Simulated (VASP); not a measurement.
## Hf3ScN4 (ordered alloy cell): computed properties

The numbers are results of PBEsol GGA, VASP's PBE PAW potentials (set 64) (plane waves; VASP 6.6.1), not measurements.

```
Property                                                               Value
----------------------------------  ----------------------------------------
space group                                                      Pm-3m (221)
cell                                 a = b = c = 4.482 Å, α = β = γ = 90.00°
volume per atom                                               11.25 Å^3/atom
band gap (over mesh and band path)  none (metal, semimetal or under 0.01 eV)
density                                                          11.74 g/cm³
```

```yaml
crystal:
  lattice:
    - [4.48185, 0.00000, 0.00000]
    - [0.00000, 4.48185, 0.00000]
    - [0.00000, 0.00000, 4.48185]
  atoms:
    - { symbol: Sc, position: [0.00000, 0.00000, 0.00000] }
    - { symbol: N, position: [0.50000, 0.50000, 0.50000] }
    - { symbol: N, position: [0.00000, 0.00000, 0.50000] }
    - { symbol: N, position: [0.00000, 0.50000, 0.00000] }
    - { symbol: N, position: [0.50000, 0.00000, 0.00000] }
    - { symbol: Hf, position: [0.50000, 0.50000, 0.00000] }
    - { symbol: Hf, position: [0.50000, 0.00000, 0.50000] }
    - { symbol: Hf, position: [0.00000, 0.50000, 0.50000] }
```

Unless said otherwise, spin-orbit coupling is left out, though it shifts the bands of the heavy elements here.

The structure was generated: Hf3ScN4 was put into an ordered model structure (Pm-3m), which need not be its known phase. It was relaxed first. Symmetry was kept, so distortions that lower it aren't found. The electron count is odd and the run is not spin-polarised, which forces a metal.
